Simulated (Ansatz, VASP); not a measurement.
Two plane-wave programs on SnIr3

```xyz
4
Lattice="3.1043 0.0000 0.0000 0.0000 3.1043 0.0000 0.0000 0.0000 7.7422" Properties=species:S:1:pos:R:3 pbc="T T T"
Sn    0.0000    0.0000    0.0000
Ir    0.0000    1.5522    5.9800
Ir    1.5522    0.0000    1.7622
Ir    0.0000    0.0000    3.8711
```

Alike in both runs: task single point; functional PBE; k mesh 6 × 6 × 2; occupations gaussian, width 0.1 eV; no spin polarisation.

|  | VASP | Ansatz |
| --- | --- | --- |
| version | VASP 6.6.1 | Ansatz 0.2.0 |
| potentials or method | VASP PAW PBE potentials, release 64 (Sn_d, Ir) | scalar-relativistic, plane waves, PAW |
| plane-wave cutoff (eV) | 520 | 420 |
| valence electrons in the cell | 41 | 65 |

Ansatz gave:

* gap on the k mesh at the Fermi level (eV): none
* pressure (GPa): 20.3
* largest component of the traceless stress (GPa): 33.76
* rms of the force components (eV/Å): 3.159

**Question.** Estimate VASP's values.

**Answer.** gap on the k mesh at the Fermi level (eV): none; pressure (GPa): 20.7; largest component of the traceless stress (GPa): 33.96; rms of the force components (eV/Å): 3.187.

Atom by atom the forces differ by 0.028 eV/Å (rms over components). A gap of «none» marks a metal or a gap that the smearing closes. The functional is the same, so the differences come from potentials, cutoffs and numerics. The two sets of potentials don't hold the same shells in valence.

Caveats: the k mesh is coarse (spacing up to 0.41 Å⁻¹), so the values aren't converged; so large a pressure means that the cell lies far from this level's equilibrium, or that cutoff or potentials fall short (VASP); forces of over 1 eV/Å show positions far from the minimum, so gaps and moduli don't describe the material at rest. Spin-orbit coupling is left out, which matters for the levels of Ir.
